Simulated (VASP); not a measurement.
# TiOs (Pm-3m) in VASP: elastic constants with LDA

Aim: the elastic constants of TiOs with LDA.

Program: VASP 6.6.1. These are calculated values, not measurements. Logs are shortened: lines on timing, memory, paths and dates and some standing lists are left out, and cuts for length are marked.

## Step 1: The structure

The structure is cubic, space group Pm-3m (No. 221). The conventional cell has a = 3.040 Å, b = 3.040 Å, c = 3.040 Å, α = 90.00°, β = 90.00°, γ = 90.00°. Around Ti (site symmetry m-3m) lie 8 Os at 2.63 Å. Os (site symmetry m-3m) has 8 Ti at 2.63 Å as nearest neighbours.

## Step 2: Elastic constants, LDA

File INCAR:

```
PREC = Accurate
ENCUT = 600
EDIFF = 1E-8
ISMEAR = -1
SIGMA = 0.15
LREAL = False
LASPH = True
NELM = 60
ALGO = Fast
ISIF = 3
LWAVE = False
LCHARG = False
IBRION = 6
NFREE = 2
POTIM = 0.015
NSW = 1
```

File KPOINTS:

```
regular mesh
0
Gamma
  14 14 14
```

File POSCAR:

```
TiOs
1.0
    3.0397729287      0.0000000000      0.0000000000
    0.0000000000      3.0397729287      0.0000000000
    0.0000000000      0.0000000000      3.0397729287
Ti Os
1 1
Direct
    0.5000000000      0.5000000000      0.5000000000
    0.0000000000      0.0000000000      0.0000000000
```

Potentials or basis: VASP PAW LDA potentials, release 64 (Ti_sv, Os).

Run with:

```
$ cat potpaw_LDA.64/Ti_sv/POTCAR potpaw_LDA.64/Os/POTCAR > POTCAR
$ mpirun -np 1 vasp_std > vasp.out
```

OUTCAR:

```text
PREC = Accurate
   ENCUT = 600
   EDIFF = 1E-8
   ISMEAR = -1
   LREAL = False
   LASPH = True
   NELM = 60
   ISIF = 3
   IBRION = 6
   NFREE = 2
   POTIM = 0.015
   NSW = 1

 ion  position               nearest neighbor table
   1  0.500  0.500  0.500-   2 2.63   2 2.63   2 2.63   2 2.63   2 2.63   2 2.63   2 2.63   2 2.63

   2  0.000  0.000  0.000-   1 2.63   1 2.63   1 2.63   1 2.63   1 2.63   1 2.63   1 2.63   1 2.63

  LATTYP: Found a simple cubic cell.
 ALAT       =     3.0397729287

  Lattice vectors:

 A1 = (   3.0397729287,   0.0000000000,   0.0000000000)
 A2 = (   0.0000000000,   3.0397729287,   0.0000000000)
 A3 = (   0.0000000000,   0.0000000000,   3.0397729287)

Analysis of symmetry for initial positions (statically):
=====================================================================
 Subroutine PRICEL returns:
 Original cell was already a primitive cell.

 Routine SETGRP: Setting up the symmetry group for a
 simple cubic supercell.

 Subroutine GETGRP returns: Found 48 space group operations
 (whereof 48 operations were pure point group operations)
 out of a pool of 48 trial point group operations.

The static configuration has the point symmetry O_h .

Analysis of symmetry for dynamics (positions and initial velocities):
=====================================================================
 Subroutine PRICEL returns:
 Original cell was already a primitive cell.

 Routine SETGRP: Setting up the symmetry group for a
 simple cubic supercell.

 Subroutine GETGRP returns: Found 48 space group operations
 (whereof 48 operations were pure point group operations)
 out of a pool of 48 trial point group operations.

The dynamic configuration has the point symmetry O_h .

 Subroutine INISYM returns: Found 48 space group operations
 (whereof 48 operations are pure point group operations),
 and found     1 'primitive' translations

----------------------------------------------------------------------------------------

                                     Primitive cell

  volume of cell :      28.0882

  direct lattice vectors                    reciprocal lattice vectors
     3.039772929  0.000000000  0.000000000     0.328971941  0.000000000  0.000000000
     0.000000000  3.039772929  0.000000000     0.000000000  0.328971941  0.000000000
     0.000000000  0.000000000  3.039772929     0.000000000  0.000000000  0.328971941

  length of vectors
     3.039772929  3.039772929  3.039772929     0.328971941  0.328971941  0.328971941

  position of ions in fractional coordinates (direct lattice)
     0.500000000  0.500000000  0.500000000
     0.000000000  0.000000000  0.000000000

  ion indices of the primitive-cell ions
   primitive index   ion index
                 1           1
                 2           2

----------------------------------------------------------------------------------------

 KPOINTS: regular mesh

Automatic generation of k-mesh.
 Grid dimensions read from file:
 generate k-points for:   14   14   14

 Generating k-lattice:

  Cartesian coordinates                     Fractional coordinates (reciprocal lattice)
     0.023497996  0.000000000  0.000000000     0.071428571  0.000000000  0.000000000
     0.000000000  0.023497996  0.000000000     0.000000000  0.071428571  0.000000000
     0.000000000  0.000000000  0.023497996     0.000000000  0.000000000  0.071428571

  Length of vectors
     0.023497996  0.023497996  0.023497996

  Shift w.r.t. Gamma in fractional coordinates (k-lattice)
     0.000000000  0.000000000  0.000000000

 Subroutine IBZKPT returns following result:
 ===========================================

[... 104 lines left out ...]
  -------------------------------------------------------------------------------------
  Total        0.0879853      0.0879853      0.0879853      0.0000000      0.0000000     -0.0000000
  in kB        5.0187697      5.0187697      5.0187697      0.0000000      0.0000000     -0.0000000
  external PRESSURE =       5.0187697 kB  Pullay stress =       0.0000000 kB
[... 89 lines left out ...]
  FREE ENERGIE OF THE ION-ELECTRON SYSTEM (eV)
  ---------------------------------------------------
  free  energy   TOTEN  =       -22.6925710870 eV

  energy  without entropy=      -22.6552638839  energy(sigma->0) =      -22.67391749

 E-fermi :  10.0206     XC(G=0): -13.6138

 val. band max:       10.0127809866   @ k =   0.4286   0.0000   0.5000
 cond. band min:      10.0332737553   @ k =   0.3571   0.0714   0.5000
 fundamental gap:      0.0204927687
 Fermi energy:        10.0205832838

 k-point     1 :       0.0000    0.0000    0.0000
  band No.  band energies     occupation
      1     -46.2155      2.00000
      2     -22.7411      2.00000
      3     -22.7411      2.00000
      4     -22.7225      2.00000
      5       1.2718      2.00000
      6       4.2764      2.00000
      7       4.3096      2.00000
      8       8.4362      1.99995
      9       8.6072      1.99984
     10       8.6072      1.99984
     11      11.8074      0.00001
     12      11.9985      0.00000
     13      13.9161      0.00000
     14      13.9171      0.00000
[... 379 lines left out ...]
      3     -22.8320      2.00000
      4     -22.7086      2.00000
      5       3.9846      2.00000
      6       5.4936      2.00000
      7       6.6047      2.00000
      8       7.5197      2.00000
      9       7.9838      2.00000
     10       8.4618      1.99994
     11      10.6024      0.04051
     12      11.0343      0.00232
     13      12.0580      0.00000
     14      12.3510      0.00000

 [... further k-points ...]

[... ionic steps 4 to 14 ...]

--------------------------------------- Ionic step       15  -------------------------------------------

 number of electron      20.0000002 magnetization

------------------------ aborting loop because EDIFF is reached ----------------------------------------
[... 67 lines left out ...]
--------------------------------------- Ionic step       17  -------------------------------------------

 number of electron      20.0000005 magnetization

 Free energy of the ion-electron system (eV)
  ---------------------------------------------------
  ext. energy  EPLUGINS =         0.00000000
  ---------------------------------------------------
  free energy    TOTEN  =       -22.70353985 eV

  energy without entropy =      -22.66620389  energy(sigma->0) =      -22.68487187

 E-fermi :   9.8089     XC(G=0): -13.5309

 val. band max:        9.7892378307   @ k =   0.0000   0.5000   0.4286
 cond. band min:       9.8536002004   @ k =   0.0000   0.5000   0.1429
 fundamental gap:      0.0643623697
 Fermi energy:         9.8088755858

 k-point     1 :       0.0000    0.0000    0.0000
  band No.  band energies     occupation
      1     -46.4533      2.00000
      2     -22.9751      2.00000
      3     -22.9750      2.00000
      4     -22.9750      2.00000
      5       1.1393      2.00000
      6       4.2039      2.00000
      7       4.2051      2.00000
      8       8.3664      1.99987
      9       8.3681      1.99987
     10       8.3681      1.99987
     11      11.6619      0.00001
     12      11.6650      0.00001
     13      13.6403      0.00000
     14      13.6421      0.00000
[... 420 lines left out ...]
  FREE ENERGIE OF THE ION-ELECTRON SYSTEM (eV)
  ---------------------------------------------------
  free  energy   TOTEN  =       -22.7035398498 eV

  energy  without entropy=      -22.6662038913  energy(sigma->0) =      -22.68487187

 INTERNAL STRAIN TENSORS FROM STRAINED CELLS
 ============================================

 INTERNAL STRAIN TENSOR FOR ION    1 for displacements in x,y,z  (eV/Angst):
          X           Y           Z          XY          YZ          ZX
  --------------------------------------------------------------------------------
  x     0.00000     0.00000     0.00000     0.00000     0.00000    -0.00000
  y     0.00000     0.00000     0.00000     0.00000     0.00000     0.00000
  z     0.00000     0.00000     0.00000     0.00000     0.00000     0.00000

 INTERNAL STRAIN TENSORS FROM DISPLACED ATOMS
 ============================================

 INTERNAL STRAIN TENSOR FOR ION    1 for displacements in x,y,z  (eV/Angst):
          X           Y           Z          XY          YZ          ZX
  --------------------------------------------------------------------------------
  x     0.00000     0.00000     0.00000     0.00000     0.00000     0.00000
  y     0.00000     0.00000     0.00000     0.00000     0.00000     0.00000
  z     0.00000     0.00000     0.00000     0.00000     0.00000     0.00000

 INTERNAL STRAIN TENSOR FOR ION    2 for displacements in x,y,z  (eV/Angst):
          X           Y           Z          XY          YZ          ZX
  --------------------------------------------------------------------------------
  x     0.00000     0.00000     0.00000     0.00000     0.00000     0.00000
  y     0.00000     0.00000     0.00000     0.00000     0.00000     0.00000
  z     0.00000     0.00000     0.00000     0.00000     0.00000     0.00000

 Eigenvectors and eigenvalues of the dynamical matrix
 ----------------------------------------------------

   1 f  =    7.083827 THz    44.508997 2PiTHz  236.291028 cm-1    29.296340 meV
             X         Y         Z           dx          dy          dz
      1.519886  1.519886  1.519886    -0.893877   -0.000000   -0.000000
      0.000000  0.000000  0.000000     0.448313    0.000000    0.000000
[... 21 lines left out ...]
   6 f/i=    0.001097 THz     0.006892 2PiTHz    0.036591 cm-1     0.004537 meV
             X         Y         Z           dx          dy          dz
      1.519886  1.519886  1.519886    -0.000000   -0.000000   -0.448313
      0.000000  0.000000  0.000000    -0.000000    0.000000   -0.893877

--------------------------------------------------------------------------------------------------------

 ELASTIC MODULI CONTR FROM IONIC RELAXATION (kBar)
 Direction    XX          YY          ZZ          XY          YZ          ZX
 --------------------------------------------------------------------------------
 XX           0.0000      0.0000      0.0000      0.0000      0.0000      0.0000
 YY           0.0000      0.0000      0.0000      0.0000      0.0000      0.0000
 ZZ           0.0000      0.0000      0.0000      0.0000      0.0000      0.0000
 XY           0.0000      0.0000      0.0000      0.0000      0.0000      0.0000
 YZ           0.0000      0.0000      0.0000      0.0000      0.0000      0.0000
 ZX           0.0000      0.0000      0.0000      0.0000      0.0000      0.0000
 --------------------------------------------------------------------------------

 TOTAL ELASTIC MODULI (kBar)
 Direction    XX          YY          ZZ          XY          YZ          ZX
 --------------------------------------------------------------------------------
 XX        5150.5157   1687.9911   1687.9911      0.0000      0.0000      0.0000
 YY        1687.9911   5150.5157   1687.9911      0.0000     -0.0000     -0.0000
 ZZ        1687.9911   1687.9911   5150.5157      0.0000      0.0000     -0.0000
 XY           0.0000      0.0000      0.0000   1265.3336      0.0000      0.0000
 YZ           0.0000     -0.0000      0.0000      0.0000   1265.3336      0.0000
 ZX           0.0000     -0.0000     -0.0000      0.0000      0.0000   1265.3336
 --------------------------------------------------------------------------------
```

Wall time 52 min (1 thread of Intel Xeon Platinum 8559C (Emerald Rapids), shared host); peak memory 0.84 GiB.

Results:

```
Elastic constants C11, C12, C44                         : 515, 169, 127 GPa
Voigt bulk modulus                                      : 284 GPa
Highest phonon frequency at Γ, LO-TO splitting left out : 236 cm⁻¹
```

Phonon frequencies in cm⁻¹ (negative: imaginary):
```tsv
q point	frequencies
(0.000, 0.000, 0.000)	0 0 0 236 236 236
```

Elastic tensor in Voigt notation (GPa, in the Cartesian axes of the cell as first typed):
```
515 169 169   0   0   0
169 515 169   0   0   0
169 169 515   0   0   0
  0   0   0 127   0   0
  0   0   0   0 127   0
  0   0   0   0   0 127
```

Clamped-ion elastic tensor (GPa):
```
515 169 169   0   0   0
169 515 169   0   0   0
169 169 515   0   0   0
  0   0   0 127   0   0
  0   0   0   0 127   0
  0   0   0   0   0 127
```
